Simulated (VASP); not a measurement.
An input for Ansatz (written as the equivalent of a VASP run, and not itself run):

Ansatz 0.2 input:
```yaml
crystal:
  lattice:
    - [3.9525453, 0.0000000, 0.0000000]
    - [0.0000000, 3.9525453, 0.0000000]
    - [0.0000000, 0.0000000, 3.9525453]
  atoms:
    - { symbol: Ba, position: [0.0000000, 0.0000000, 0.0000000] }
    - { symbol: Ti, position: [0.5000000, 0.5000000, 0.5000000] }
    - { symbol: O, position: [0.5000000, 0.0000000, 0.5000000] }
    - { symbol: O, position: [0.0000000, 0.5000000, 0.5000000] }
    - { symbol: O, position: [0.5000000, 0.5000000, 0.0000000] }
kpoints:
  mp_grid: { grid: [6, 6, 6] }
hamiltonian:
  xc: lda
  pseudopotentials: { kind: paw }
scf:
  occupations: { method: tetrahedron }
  max_iter: 100
output: { forces: true, stress: true, eigenvalues: true }
```

Problem. Translate this input to VASP (INCAR, KPOINTS, POSCAR, choice of POTCAR).

Solution. This is not unique; one that fits is 
INCAR:
```
# general
SYSTEM   =  BaTiO3
PREC     =  Accurate
ENCUT    =  520
LREAL    =  .FALSE.
LASPH    =  .TRUE.

# electronic loop
EDIFF    =  1E-7
NELM     =  100
ALGO     =  Normal
LMAXMIX  =  4

# smearing
ISMEAR   =  -5

# ions
ISIF     =  2

# output
LWAVE    =  .FALSE.
LCHARG   =  .TRUE.
LORBIT   =  11
NEDOS    =  601

# other
LEFG     =  .TRUE.
```

File KPOINTS:
```
Regular mesh
0
Gamma
6 6 6
0 0 0
```

**POSCAR**
```
BaTiO3
1.0
  3.9525453398   0.0000000000   0.0000000000
  0.0000000000   3.9525453398   0.0000000000
  0.0000000000   0.0000000000   3.9525453398
Ba Ti O
1 1 3
Cartesian
  0.0000000000   0.0000000000   0.0000000000
  1.9762726699   1.9762726699   1.9762726699
  1.9762726699   0.0000000000   1.9762726699
  0.0000000000   1.9762726699   1.9762726699
  1.9762726699   1.9762726699   0.0000000000
```

POTCAR, in this order: Ba_sv Ti_sv O (LDA.64 set). Program: vasp_std.

Limits of the translation: each code has its own PAW files, so the cut-off isn't converted (ENCUT is set for VASP's; basis.ecutwfc is left out, and Ansatz then takes the one that its files recommend); Ansatz stops its SCF on the density residual and VASP on the energy change (EDIFF); Ansatz's lda is the Perdew-Wang form, while the LDA potentials of VASP carry Perdew-Zunger's; the field gradients of LEFG aren't asked of the other code.

The compound is BaTiO3 in the cubic perovskite structure, the ideal cubic form; the compound distorts at low or room temperature. It was relaxed first.
